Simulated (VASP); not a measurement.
Crystal: GePt.

```xyz
8
Lattice="5.8100 0.0000 0.0000 0.0000 3.7600 0.0000 0.0000 0.0000 6.1900" Properties=species:S:1:pos:R:3 pbc="T T T"
Ge    1.1329    0.9400    3.6521
Ge    1.7720    2.8200    0.5571
Ge    4.6771    2.8200    2.5379
Ge    4.0379    0.9400    5.6329
Pt    2.9021    0.9400    1.9127
Pt    0.0029    2.8200    5.0077
Pt    2.9079    2.8200    4.2773
Pt    5.8071    0.9400    1.1823
```

The cell was built by a generator and needn't be a form met in nature.

```yaml
Program: VASP 6.6.1
Task: relaxation of cell and atoms
Functional: PBE
Potentials_or_basis: VASP PAW PBE potentials, release 64 (Ge_d, Pt)
Cutoff: 520 eV
k_mesh: 3 × 5 × 3
Occupations: gaussian, width 0.15 eV
Spin: no spin polarisation
```

At the start: pressure 0.9 GPa; volume 16.90 Å³/atom.

Q: How do energy, volume and symmetry change on relaxing?

A: Over 13 steps the energy falls by 8.2 meV/atom and the volume is 16.96 Å³/atom (+0.3 %); space group Pnma (No. 62, to 0.05 Å).

Step by step:
| step | energy change (eV) | largest force (eV/Å) | pressure (GPa) | volume (Å³) |
| --- | --- | --- | --- | --- |
| 1 | 0.0000 | 0.3856 | 0.86 | 135.22 |
| 2 | -0.0422 | 0.1542 | -1.84 | 136.99 |
| 3 | -0.0423 | 0.1620 | -0.76 | 136.83 |
| 4 | -0.0423 | 0.1544 | -1.77 | 136.92 |
| 5 | -0.0473 | 0.2375 | 1.12 | 134.25 |
| 6 | -0.0551 | 0.1926 | -0.27 | 135.44 |
| 7 | -0.0550 | 0.1894 | 1.08 | 135.25 |
| 8 | -0.0551 | 0.1932 | -0.50 | 135.39 |
| 9 | -0.0551 | 0.1890 | 0.26 | 135.32 |
| 10 | -0.0551 | 0.1925 | 0.34 | 135.35 |
| 11 | -0.0612 | 0.1166 | 0.17 | 135.33 |
| 12 | -0.0638 | 0.0843 | 0.17 | 135.31 |
| 13 | -0.0654 | 0.0256 | -0.20 | 135.69 |

Final structure:
```
Ge Pt
1.0
     5.90295    0.00000    0.00000
     0.00000    3.70383    0.00000
     0.00000    0.00000    6.20610
Ge Pt
4 4
Direct
  0.18994 0.25000 0.58630
  0.31006 0.75000 0.08630
  0.81006 0.75000 0.41370
  0.68994 0.25000 0.91370
  0.49906 0.25000 0.30504
  0.00094 0.75000 0.80504
  0.50094 0.75000 0.69496
  0.99906 0.25000 0.19496
```

Caveat: the k mesh is coarse (spacing up to 0.36 Å⁻¹), so the values aren't converged.
